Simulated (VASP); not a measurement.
These are vdW-DF2, VASP's PBE PAW potentials (set 64) (plane waves; VASP) values and carry that method's errors.

VASP input:

**INCAR**
```
# general
SYSTEM   = ZnSe
PREC     = Accurate
ENCUT    = 520   # plane-wave cut-off (eV)
LREAL    = .False.
LASPH    = .True.
ICHARG   = 11   # fixed density

# electronic loop
EDIFF    = 1E-7
NELM     = 100   # most electronic steps
ALGO     = Normal
LMAXMIX  = 4

# smearing
ISMEAR   = 0   # Gaussian
SIGMA    = 0.05   # width (eV)

# functional
GGA      = ML
LUSE_VDW = .True.
AGGAC    = 0.0
ZAB_VDW  = -1.8867

# output
LWAVE    = .False.
LCHARG   = .False.
LORBIT   = 11
```

### KPOINTS
```
k-points along high-symmetry lines
15
Line-mode
Reciprocal
  0.000000   0.000000   0.000000 ! GAMMA
 -0.500000  -0.500000   0.000000 ! X

 -0.500000  -0.500000   0.000000 ! X
 -0.375000  -0.375000   0.250000 ! U

 -0.375000  -0.000000   0.375000 ! K
  0.000000   0.000000   0.000000 ! GAMMA

  0.000000   0.000000   0.000000 ! GAMMA
 -0.000000   0.000000   0.500000 ! L

 -0.000000   0.000000   0.500000 ! L
 -0.500000  -0.250000   0.250000 ! W

 -0.500000  -0.250000   0.250000 ! W
 -0.500000  -0.500000   0.000000 ! X
```

### POSCAR
```
ZnSe
1
    0.0000000000     2.9481201399     2.9481201399
    2.9481201399     0.0000000000     2.9481201399
    2.9481201399     2.9481201399     0.0000000000
Zn Se
1 1
Direct
  1.0000000000   1.0000000000   0.0000000000
  0.2500000000   0.2500000000   0.2500000000
```

POTCAR, in this order: Zn Se (PBE.64 set). Program: vasp_std. Read from the step before: CHGCAR.

What VASP printed:

**OUTCAR**
```
 ion  position               nearest neighbor table
   1  0.000  0.000  0.000-   2 2.55   2 2.55   2 2.55   2 2.55
   2  0.250  0.250  0.250-   1 2.55   1 2.55   1 2.55   1 2.55
  LATTYP: Found a face centered cubic cell.
 ALAT       =     5.8962402798
 Subroutine PRICEL returns:
 Original cell was already a primitive cell.
 Subroutine GETGRP returns: Found 24 space group operations
The static configuration has the point symmetry T_d .
The dynamic configuration has the point symmetry T_d .
 Subroutine INISYM returns: Found 24 space group operations
   k-points           NKPTS =     90   k-points in BZ     NKDIM =     90   number of bands    NBANDS=     13
   number of dos      NEDOS =    301   number of ions     NIONS =      2
   total plane-waves  NPLWV =  32768
   dimension x,y,z NGX =    32 NGY =   32 NGZ =   32
   dimension x,y,z NGXF=    64 NGYF=   64 NGZF=   64
   ions per type =               1   1
   PREC   = accura    normal or accurate (medium, high low for compatibility)
   ISTART =      0    job   : 0-new  1-cont  2-samecut
   ICHARG =     11    charge: 1-file 2-atom 10-const
   ISPIN  =      1    spin polarized calculation?
   LNONCOLLINEAR =      F non collinear calculations
   LSORBIT =      F    spin-orbit coupling
   INIWAV =      1    electr: 0-lowe 1-rand  2-diag
   ENCUT  =  520.0 eV  38.22 Ry    6.18 a.u.   7.75  7.75  7.75*2*pi/ulx,y,z
...
```

**OSZICAR**
```
       N       E                     dE             d eps       ncg     rms          rms(c)
DAV:   1     0.907885766725E+02    0.90789E+02   -0.90240E+03  2340   0.153E+03
DAV:   2     0.629838418142E+01   -0.84490E+02   -0.80724E+02  2515   0.273E+02
DAV:   3     0.225418935943E+00   -0.60730E+01   -0.59807E+01  2850   0.709E+01
DAV:   4     0.160693392373E+00   -0.64726E-01   -0.64695E-01  2535   0.774E+00
DAV:   5     0.160323004589E+00   -0.37039E-03   -0.37038E-03  2850   0.537E-01
DAV:   6     0.160319615241E+00   -0.33893E-05   -0.33893E-05  2590   0.520E-02
DAV:   7     0.160319569970E+00   -0.45271E-07   -0.45270E-07  2849   0.560E-03
   1 F= 0.16031957E+00 E0= 0.16031957E+00  d E =-.627198E-14
```

### OUTCAR
```
 val. band max:        0.6752716312   @ k =   0.0000   0.0000   0.0000

 cond. band min:       1.2451903355   @ k =   0.0000   0.0000   0.0000



 k-point     1 :       0.0000    0.0000    0.0000
  band No.  band energies     occupation
      1     -11.9906      2.00000
      2      -5.7054      2.00000
      3      -5.7054      2.00000
      4      -5.7054      2.00000
      5      -5.4522      2.00000
      6      -5.4522      2.00000
      7       0.6753      2.00000
      8       0.6753      2.00000
      9       0.6753      2.00000
     10       1.2452      0.00000
     11       6.4923      0.00000
     12       6.4923      0.00000
     13       6.4923      0.00000

 k-point     2 :      -0.0357   -0.0357    0.0000
  band No.  band energies     occupation
      1     -11.9819      2.00000
      2      -5.7052      2.00000
      3      -5.7036      2.00000
      4      -5.7036      2.00000
      5      -5.4528      2.00000
      6      -5.4518      2.00000
      7       0.3931      2.00000
      8       0.6449      2.00000
      9       0.6449      2.00000
     10       1.5379      0.00000
     11       6.4124      0.00000
     12       6.5403      0.00000
     13       6.5403      0.00000

 k-point     3 :      -0.0714   -0.0714    0.0000
  band No.  band energies     occupation
      1     -11.9561      2.00000
      2      -5.7044      2.00000
      3      -5.6982      2.00000
      4      -5.6982      2.00000
      5      -5.4548      2.00000
      6      -5.4505      2.00000
      7      -0.0475      2.00000
      8       0.5575      2.00000
      9       0.5575      2.00000
     10       2.0082      0.00000
     11       6.2021      0.00000
     12       6.6803      0.00000
     13       6.6803      0.00000

 k-point     4 :      -0.1071   -0.1071    0.0000
  band No.  band energies     occupation
      1     -11.9142      2.00000
      2      -5.7027      2.00000
      3      -5.6893      2.00000
      4      -5.6893      2.00000
...
```

The density is held fixed in this step, so its total energy and stress have no physical meaning.

The compound is ZnSe in the zinc blende structure. It was relaxed first, which changed the volume by +12 %.
